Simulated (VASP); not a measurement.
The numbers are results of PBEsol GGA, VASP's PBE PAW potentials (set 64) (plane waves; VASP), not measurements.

A VASP calculation is set up with these files.

File POSCAR:
```
SrVO3
1.0
  3.8903874587   0.0000000000   0.0000000000
  0.0000000000   3.8903874587   0.0000000000
  0.0000000000   0.0000000000   3.8903874587
Sr V O
1 1 3
direct
  0.0000000000   0.0000000000   0.0000000000
  0.5000000000   0.5000000000   0.5000000000
  0.5000000000   0.0000000000   0.5000000000
  0.0000000000   0.5000000000   0.5000000000
  0.5000000000   0.5000000000   0.0000000000
```

### INCAR
```
SYSTEM = SrVO3
PREC = Accurate
ENCUT = 520
EDIFF = 1E-7
NELM = 100
ALGO = Normal
LREAL = .FALSE.
LASPH = .TRUE.
ISMEAR = 1
SIGMA = 0.1
GGA = PS
LMAXMIX = 4
LWAVE = .FALSE.
LCHARG = .FALSE.
ISIF = 2
```

KPOINTS:
```
Automatic mesh
0
Gamma
8 8 8
0 0 0
```

POTCAR, in this order: Sr_sv V_sv O (PBE.64 set). Program: vasp_std.

Q: What will the output report for the number of irreducible k-points (NKPTS), largest plane-wave count, number of space-group operations, FFT grid (NGX, NGY, NGZ)?

A: 
```yaml
number of irreducible k-points (NKPTS): 35
largest_plane_wave_count: 1622
number_of_space_group_operations: 48
FFT grid (NGX, NGY, NGZ): 30 × 30 × 30
```

The compound is SrVO3 in the cubic perovskite structure. This cell is one point of a volume scan, at 1.06 of the reference volume. The run is not spin-polarised, so no magnetic state was tried. The electron count is odd and the run is not spin-polarised, which forces a metal.
